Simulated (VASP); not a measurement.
Consider the following.

```yaml
crystal:
  lattice:
    - [1.33000, -2.30363, 0.00000]
    - [1.33000, 2.30363, 0.00000]
    - [0.00000, 0.00000, 4.95000]
  atoms:
    - { symbol: Zn, position: [0.33333, 0.66667, 0.25000] }
    - { symbol: Zn, position: [0.66667, 0.33333, 0.75000] }
```

These are PBE GGA, VASP's PBE PAW potentials (set 64) (plane waves; VASP) values and carry that method's errors. Settings: 400 eV cut-off, 12×12×6 Γ-centred mesh, first-order Methfessel-Paxton smearing of 0.10 eV, potentials Zn.

Problem. Give the stress tensor in GPa (positive for a compressed cell).

Solution. 
```
-2.25   0.00   0.00
 0.00  -2.25   0.00
 0.00   0.00   4.11
```
The pressure is its mean diagonal, -0.13 GPa.

The compound is Zn in the hcp structure. The cell was not relaxed at this level.
